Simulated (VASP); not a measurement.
# Lattice constant a of diamond and zinc-blende semiconductors: measurement against PBEsol

Computed values from VASP (plane waves, PAW); cells keep the symmetry of their structure type. Static lattice, each level at its own minimum.

Here x stands for PBEsol a and y for measured a.

```
solid  PBEsol a (Å)  measured a (Å)  cut-off (eV)  basis of the measured value
-----  ------------  --------------  ------------  ---------------------------
C             3.557           3.553           520    0 K, zero-point corrected
BN            3.608           3.593           520    0 K, zero-point corrected
Si            5.436           5.421           520    0 K, zero-point corrected
AlAs          5.682           5.649           520    0 K, zero-point corrected
InP           5.879           5.858           520    0 K, zero-point corrected
InAs          6.092               ?           520    0 K, zero-point corrected
```

Fit y of the 5 rows that show it with a straight line. With u = x - 4.8, the rows have u = -1.2430, -1.1920, 0.6360, 0.8820, 1.0790. Means: u 0.032400, y 4.8148. About the means, the sum of products is 5.2717 and the sum of squares of u is 5.3073; the slope is their ratio. Least squares gives y = 4.7826 + 0.99329·u. Residuals (row less fit): 0.0051, -0.0056, 0.0067, -0.0097, 0.0036; standard error 0.0083 (degrees of freedom: 3). The slope is 0.993 with a standard error of 0.0036. Before the fit, PBEsol less measured has mean 0.0176, mean absolute 0.0176 and median absolute 0.0150 Å over these 5 rows.

Task: Estimate the missing y (x = 6.092); what was measured?

Result: u = 1.2920, so y = 4.7826 + 0.99329 × 1.2920 = 6.0659 Å. The measured value is 6.047 Å, 0.0189 Å below the prediction (0.8 % of the range of y in the table). The row lies outside the fitted rows, so this is an extrapolation. From the scatter of the fitted rows alone, a prediction at this place has a standard error of 0.0102 Å, so the miss is 1.9 times that.

Plain PBEsol misses this row by 0.045 Å. The rows are a random draw of 6 from the 13 solids that have both values on this basis (zero-point corrected by the source), of 27 computed in this series. Not drawn: V to Ni and open 4f shells, rows kept for tests, unfit runs, cells that left their space group, values derived or compiled from fits, values whose temperature is given only as extrapolated, encyclopaedia, home-page and unnamed sources, sources from 2025 on. Measured values as quoted by these papers, many of them computational: C Daniel Mejia-Rodriguez et al., Physical Review B (2018), arXiv:1807.09216; BN Tamar Goldzak et al., The Journal of Chemical Physics (2022), arXiv:2208.04865; Si Daniel Mejia-Rodriguez et al., Physical Review B (2018), arXiv:1807.09216; AlAs Daniel Mejia-Rodriguez et al., Physical Review B (2018), arXiv:1807.09216; InP Daniel Mejia-Rodriguez et al., Physical Review B (2018), arXiv:1807.09216; InAs Daniel Mejia-Rodriguez et al., Physical Review B (2018), arXiv:1807.09216.
